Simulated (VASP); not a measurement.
A convergence study with VASP on Br (space group Cmce): one setting is varied, all else stays as given below, so the limit is that of these other settings.

```yaml
crystal:
  lattice:
    - [2.25501, -3.35734, 0.00000]
    - [2.25501, 3.35734, 0.00000]
    - [0.00000, 0.00000, 8.77842]
  atoms:
    - { symbol: Br, position: [0.86100, 0.86100, 0.88900] }
    - { symbol: Br, position: [0.63900, 0.63900, 0.38900] }
    - { symbol: Br, position: [0.36100, 0.36100, 0.61100] }
    - { symbol: Br, position: [0.13900, 0.13900, 0.11100] }
```

These are PBE GGA, VASP's PBE PAW potentials (set 64) (plane waves; VASP) values and carry that method's errors. The tightest run used: 550 eV cut-off, 15×15×6 Γ-centred mesh, tetrahedra with Blöchl corrections, potentials Br.

Gaps are read on the run's mesh, which can miss a band edge.

| setting | E (eV/atom) | pressure (GPa) | largest force (eV/Å) | gap on the mesh (eV) | irreducible k-points |
|---|---|---|---|---|---|
| 3×3×1 mesh | -1.6360 | 0.94 | 0.677 | 1.741 | 4 |
| 4×4×2 mesh | -1.6018 | 1.29 | 0.535 | 1.698 | 14 |
| 5×5×2 mesh | -1.6018 | 1.29 | 0.538 | 1.736 | 18 |

### Question
These are the cheaper rows. Estimate the results at 15×15×6 mesh, and how far the last row shown lies from them.

### Answer

```json
[
 {"quantity": "E (eV/atom)", "tightest run": "-1.6022", "last row shown is off by": "0.0004"},
 {"quantity": "pressure (GPa)", "tightest run": "1.29", "last row shown is off by": "0.01"},
 {"quantity": "largest force (eV/Å)", "tightest run": "0.541", "last row shown is off by": "-0.004"},
 {"quantity": "gap on the mesh (eV)", "tightest run": "1.687", "last row shown is off by": "0.050"}
]
```

Left out are rungs that failed or repeat a setting and relaxations that didn't move; long series are thinned to 24 rows.

The structure was generated: Br was put into an ordered model structure (Cmce), which need not be its known phase. The cell was not relaxed at this level, forces remain on its atoms.
